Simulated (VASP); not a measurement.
Output of a VASP run:

File OSZICAR:
```
...
DAV:  99     0.203784742799E+02   -0.12788E-03   -0.99821E-05   630   0.128E-01    0.421E-02
DAV: 100     0.203784128019E+02   -0.61478E-04   -0.34923E-05   630   0.769E-02
   1 F= 0.20378413E+02 E0= 0.20378998E+02  d E =0.203784E+02
       N       E                     dE             d eps       ncg     rms          rms(c)
DAV:   1     0.203754797386E+02   -0.29945E-02   -0.89030E-02   631   0.242E+00    0.234E-01
DAV:   2     0.203777055403E+02    0.22258E-02   -0.52454E-03   634   0.737E-01    0.108E-01
DAV:   3     0.203783321641E+02    0.62662E-03   -0.46869E-03   707   0.459E-01    0.492E-02
DAV:   4     0.203781971332E+02   -0.13503E-03   -0.99160E-05   665   0.105E-01    0.448E-02
DAV:   5     0.203780631594E+02   -0.13397E-03   -0.38293E-05   786   0.632E-02    0.161E-02
DAV:   6     0.203779626147E+02   -0.10054E-03   -0.59227E-05   630   0.791E-02    0.623E-03
DAV:   7     0.203779643193E+02    0.17045E-05   -0.28728E-06   680   0.208E-02    0.518E-03
DAV:   8     0.203779651453E+02    0.82598E-06   -0.40505E-06   631   0.265E-02
   2 F= 0.20377965E+02 E0= 0.20378556E+02  d E =-.447657E-03
       N       E                     dE             d eps       ncg     rms          rms(c)
DAV:   1     0.203610104706E+02   -0.16954E-01   -0.58977E-01   632   0.624E+00    0.615E-01
DAV:   2     0.203759601757E+02    0.14950E-01   -0.33179E-02   634   0.181E+00    0.278E-01
DAV:   3     0.203794692198E+02    0.35090E-02   -0.30539E-02   708   0.116E+00    0.123E-01
DAV:   4     0.203791062336E+02   -0.36299E-03   -0.53320E-04   664   0.229E-01    0.117E-01
DAV:   5     0.203785577734E+02   -0.54846E-03   -0.97419E-05   808   0.955E-02    0.777E-02
DAV:   6     0.203778578387E+02   -0.69993E-03   -0.40474E-04   705   0.197E-01    0.290E-02
DAV:   7     0.203778690406E+02    0.11202E-04   -0.27005E-05   854   0.632E-02    0.219E-02
DAV:   8     0.203778612605E+02   -0.77800E-05   -0.25179E-05   676   0.595E-02    0.623E-03
DAV:   9     0.203778567596E+02   -0.45010E-05   -0.78534E-06   670   0.402E-02    0.166E-03
DAV:  10     0.203778546762E+02   -0.20834E-05   -0.28019E-07   349   0.611E-03    0.103E-03
DAV:  11     0.203778533590E+02   -0.13172E-05   -0.27119E-07   318   0.618E-03    0.417E-04
DAV:  12     0.203778531851E+02   -0.17395E-06   -0.11910E-07   318   0.355E-03
   3 F= 0.20377853E+02 E0= 0.20378434E+02  d E =-.559617E-03
       N       E                     dE             d eps       ncg     rms          rms(c)
DAV:   1     0.203750215738E+02   -0.28318E-02   -0.96688E-02   631   0.252E+00    0.248E-01
DAV:   2     0.203773983945E+02    0.23768E-02   -0.56415E-03   634   0.756E-01    0.113E-01
DAV:   3     0.203779938684E+02    0.59547E-03   -0.50560E-03   694   0.474E-01    0.507E-02
DAV:   4     0.203779427277E+02   -0.51141E-04   -0.89672E-05   665   0.925E-02    0.486E-02
DAV:   5     0.203778802700E+02   -0.62458E-04   -0.11437E-05   843   0.304E-02    0.379E-02
DAV:   6     0.203777823260E+02   -0.97944E-04   -0.81722E-05   756   0.887E-02    0.154E-02
DAV:   7     0.203777836384E+02    0.13124E-05   -0.70861E-06   843   0.359E-02    0.116E-02
DAV:   8     0.203777750965E+02   -0.85420E-05   -0.37258E-06   628   0.250E-02    0.620E-03
DAV:   9     0.203777720795E+02   -0.30169E-05   -0.18959E-06   651   0.178E-02    0.131E-03
DAV:  10     0.203777709621E+02   -0.11175E-05   -0.15145E-07   317   0.399E-03    0.622E-04
DAV:  11     0.203777705074E+02   -0.45468E-06   -0.12598E-07   317   0.380E-03
   4 F= 0.20377771E+02 E0= 0.20378360E+02  d E =-.642295E-03
```

**OUTCAR**
```
------------------------ aborting loop because EDIFF is reached ----------------------------------------
  FORCE on cell =-STRESS in cart. coord.  units (eV):
  Direction    XX          YY          ZZ          XY          YZ          ZX
  --------------------------------------------------------------------------------------
  Total       -0.0002614     -0.0002614     -0.0002614      0.0000000      0.0000000      0.0000000
  in kB       -0.0067370     -0.0067370     -0.0067370      0.0000000      0.0000000      0.0000000
  external PRESSURE =      -0.0067370 kB  Pullay stress =       0.0000000 kB
  volume of cell :       62.16
      direct lattice vectors                 reciprocal lattice vectors
    -2.495423363  2.495423363  2.495423363     0.000000000  0.200366802  0.200366802
     2.495423363 -2.495423363  2.495423363     0.200366802  0.000000000  0.200366802
     2.495423363  2.495423363 -2.495423363     0.200366802  0.200366802  0.000000000
 POSITION                                       TOTAL-FORCE (eV/Angst)
 -----------------------------------------------------------------------------------
      0.00000      0.00000     -0.00000        -0.000000      0.000000     -0.000000
 -----------------------------------------------------------------------------------
    total drift:                                0.000000      0.000000     -0.000000
  FREE ENERGIE OF THE ION-ELECTRON SYSTEM (eV)
  ---------------------------------------------------
  free  energy   TOTEN  =        20.3777705074 eV

  energy  without entropy=       20.3795396031  energy(sigma->0) =       20.37836021

 reached required accuracy - stopping structural energy minimisation
```
(Selected blocks of OUTCAR.)

File POSCAR:
```
Ba
1
   -2.5100000000     2.5100000000     2.5100000000
    2.5100000000    -2.5100000000     2.5100000000
    2.5100000000     2.5100000000    -2.5100000000
Ba
1
Direct
  0.0000000000   0.0000000000   0.0000000000
```

Q: Reconstruct the remaining input files.

A: One answer among several that fit: the input of the run itself, revTPSS meta-GGA, plane waves, VASP's PBE PAW potentials (set 64).

**INCAR**
```
! general
SYSTEM  = Ba
PREC    = Accurate
ENCUT   = 520
LREAL   = .FALSE.   ! projection in real space or not
LASPH   = .TRUE.   ! aspherical one-centre terms

! electronic loop
EDIFF   = 1E-6
NELM    = 100
ALGO    = Normal   ! blocked Davidson
LMAXMIX = 4   ! l cut-off of mixed one-centre charges
LMIXTAU = .TRUE.

! smearing
ISMEAR  = 1   ! Methfessel-Paxton
SIGMA   = 0.1   ! width (eV)

! functional
METAGGA = RTPSS

! ions
IBRION  = 2   ! conjugate gradients
NSW     = 60
ISIF    = 3   ! ions, shape and volume
EDIFFG  = -0.01

! output
LWAVE   = .FALSE.
LCHARG  = .FALSE.
```

File KPOINTS:
```
Automatic mesh
0
Gamma
9 9 9
0 0 0
```

POTCAR, in this order: Ba_sv (PBE.64 set). Program: vasp_std.

The compound is Ba in the bcc structure. This run relaxes it. Symmetry was kept, so distortions that lower it aren't found.
